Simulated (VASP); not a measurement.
Data:

```
AlNi
1.0
    2.83536     0.00000     0.00000
    0.00000     2.83536     0.00000
    0.00000     0.00000     2.83536
Al Ni
1 1
Direct
  0.50000   0.50000   0.50000
  0.00000   0.00000   0.00000
```

Level of theory: PBE GGA, VASP's PBE PAW potentials (set 64) (plane waves; VASP). Numerical set-up: 520 eV cut-off, 13×13×13 Γ-centred mesh, first-order Methfessel-Paxton smearing of 0.10 eV, potentials Al Ni.

The job: NiAl (CsCl type), 2 atoms, PBE, static run, 520 eV, 13×13×13 Γ-centred mesh. Roughly how much core time does it take on a busy server core?

About 10 core-seconds (one run on a shared machine, a rough figure). It had 84 irreducible k-points, 10 bands, up to 627 plane waves and 14 electronic steps.

The compound is NiAl in the CsCl type structure. This cell is one point of a volume scan, at 0.94 of the reference volume.
